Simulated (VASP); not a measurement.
Computed with PBEsol GGA, VASP's PBE PAW potentials (set 64) (plane waves; VASP).

The input files of a VASP run:

File POSCAR:
```
BBi
1.0
  3.0118722919   0.0000000000   0.0000000000
  0.0000000000   3.0118722919   0.0000000000
  0.0000000000   0.0000000000   3.0118722919
B Bi
1 1
Cartesian
  0.0000000000   0.0000000000   0.0000000000
  1.5059361460   1.5059361460   1.5059361460
```

**INCAR**
```
ALGO  =  Normal
EDIFF  =  1E-6
EDIFFG  =  -0.02
ENCUT  =  620
GGA  =  PS
IBRION  =  2
ISIF  =  3
ISMEAR  =  1
LASPH  =  .True.
LCHARG  =  .False.
LMAXMIX  =  4
LREAL  =  .False.
LWAVE  =  .False.
NELM  =  100
NSW  =  40
PREC  =  Accurate
PSTRESS  =  450
SIGMA  =  0.1
SYSTEM  =  BBi
```

**KPOINTS**
```
Automatic mesh
0
Gamma
12 12 12
0 0 0
```

POTCAR, in this order: B Bi_d (PBE.64 set). Program: vasp_std.

The resulting files:

File OUTCAR:
```
 ion  position               nearest neighbor table
   1  0.000  0.000  0.000-   2 2.61   2 2.61   2 2.61   2 2.61   2 2.61   2 2.61   2 2.61   2 2.61
  LATTYP: Found a simple cubic cell.
 ALAT       =     3.0118722919
 Subroutine PRICEL returns:
 Original cell was already a primitive cell.
 Subroutine GETGRP returns: Found 48 space group operations
The static configuration has the point symmetry O_h .
The dynamic configuration has the point symmetry O_h .
 Subroutine INISYM returns: Found 48 space group operations
 Subroutine IBZKPT returns following result:
 Found     84 irreducible k-points:

 Following reciprocal coordinates:
            Coordinates               Weight
  0.000000  0.000000  0.000000      1.000000
  0.083333  0.000000  0.000000      6.000000
  0.166667  0.000000  0.000000      6.000000
  0.250000  0.000000  0.000000      6.000000
  0.333333  0.000000  0.000000      6.000000
  0.416667  0.000000  0.000000      6.000000
  0.500000  0.000000  0.000000      3.000000
  0.083333  0.083333  0.000000     12.000000
  0.166667  0.083333  0.000000     24.000000
  0.250000  0.083333  0.000000     24.000000
...
```

**OSZICAR**
```
       N       E                     dE             d eps       ncg     rms          rms(c)
DAV:   1     0.136656875923E+03    0.13666E+03   -0.11543E+04  2189   0.208E+03
DAV:   2    -0.839849272429E-01   -0.13674E+03   -0.13340E+03  2269   0.424E+02
DAV:   3    -0.754706503744E+01   -0.74631E+01   -0.72710E+01  2664   0.966E+01
DAV:   4    -0.770614539744E+01   -0.15908E+00   -0.15854E+00  2567   0.143E+01
DAV:   5    -0.771134145168E+01   -0.51961E-02   -0.51956E-02  2825   0.245E+00    0.264E+00
DAV:   6    -0.733431123320E+01    0.37703E+00   -0.75837E-01  2998   0.100E+01    0.883E-01
DAV:   7    -0.731465250048E+01    0.19659E-01   -0.10314E-01  2708   0.236E+00    0.397E-01
DAV:   8    -0.730994352032E+01    0.47090E-02   -0.86150E-03  2609   0.138E+00    0.768E-02
DAV:   9    -0.730954342026E+01    0.40010E-03   -0.10214E-03  3085   0.449E-01    0.273E-02
DAV:  10    -0.730952475972E+01    0.18661E-04   -0.13940E-04  2621   0.162E-01    0.738E-03
DAV:  11    -0.730952465758E+01    0.10214E-06   -0.39533E-06  2399   0.244E-02
   1 F= 0.36429504E+00 E0= 0.36415695E+00  d E =0.364295E+00
```

File OUTCAR:
```
------------------------ aborting loop because EDIFF is reached ----------------------------------------
  FORCE on cell =-STRESS in cart. coord.  units (eV):
  Direction    XX          YY          ZZ          XY          YZ          ZX
  --------------------------------------------------------------------------------------
  Total        7.6417746      7.6417746      7.6417746      0.0000000     -0.0000000      0.0000000
  in kB      448.1208444    448.1208444    448.1208444      0.0000000     -0.0000000      0.0000000
  external PRESSURE =      -1.8791556 kB  Pullay stress =     450.0000000 kB
  volume of cell :       27.32
      direct lattice vectors                 reciprocal lattice vectors
     3.011872292  0.000000000  0.000000000     0.332019390  0.000000000  0.000000000
     0.000000000  3.011872292  0.000000000     0.000000000  0.332019390  0.000000000
     0.000000000  0.000000000  3.011872292     0.000000000  0.000000000  0.332019390
 POSITION                                       TOTAL-FORCE (eV/Angst)
 -----------------------------------------------------------------------------------
      0.00000      0.00000      0.00000         0.000000      0.000000      0.000000
      1.50594      1.50594      1.50594         0.000000      0.000000      0.000000
 -----------------------------------------------------------------------------------
    total drift:                                0.000000     -0.000000     -0.000000
  FREE ENERGIE OF THE ION-ELECTRON SYSTEM (eV)
  ---------------------------------------------------
  free  energy   TOTEN  =        -7.3095246576 eV

  energy  without entropy=       -7.3099389236  energy(sigma->0) =       -7.30966275
  enthalpy is  TOTEN    =         0.3642950390 eV   P V=        7.6738196966

 reached required accuracy - stopping structural energy minimisation
```
(Selected blocks of OUTCAR.)

The structure was generated: BBi was put into the CsCl type type (Pm-3m), which need not be its known phase. It was relaxed first under an external pressure of 45 GPa. VASP warned that the highest band is occupied, so more bands are needed.
